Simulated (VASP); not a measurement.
Given:

```yaml
crystal:
  lattice:
    - [0.00000, 2.16870, 2.16870]
    - [2.16870, 0.00000, 2.16870]
    - [2.16870, 2.16870, 0.00000]
  atoms:
    - { symbol: Au, position: [0.00000, 0.00000, 0.00000] }
```

Level of theory: vdW-DF2, VASP's PBE PAW potentials (set 64) (plane waves; VASP). Run with 520 eV cut-off, Gaussian smearing of 0.050 eV, potentials Au.

Give the energies of bands 1 to 7 at the high-symmetry points, in eV from the Fermi level.

```tsv
band	Γ	X	U	L	W
1	-8.09	-5.63	-5.19	-5.89	-4.76
2	-3.94	-5.41	-4.67	-3.96	-4.19
3	-3.94	-2.01	-3.19	-3.96	-4.19
4	-3.94	-1.73	-2.61	-1.97	-2.92
5	-2.85	-1.73	-2.05	-1.97	-1.73
6	-2.85	1.60	3.04	0.00	3.56
7	14.94	4.25	4.34	2.05	5.81
```

It has no gap at this level: it comes out as a metal or semimetal.

The compound is Au in the fcc structure. It was relaxed first, which changed the volume by +20 %.
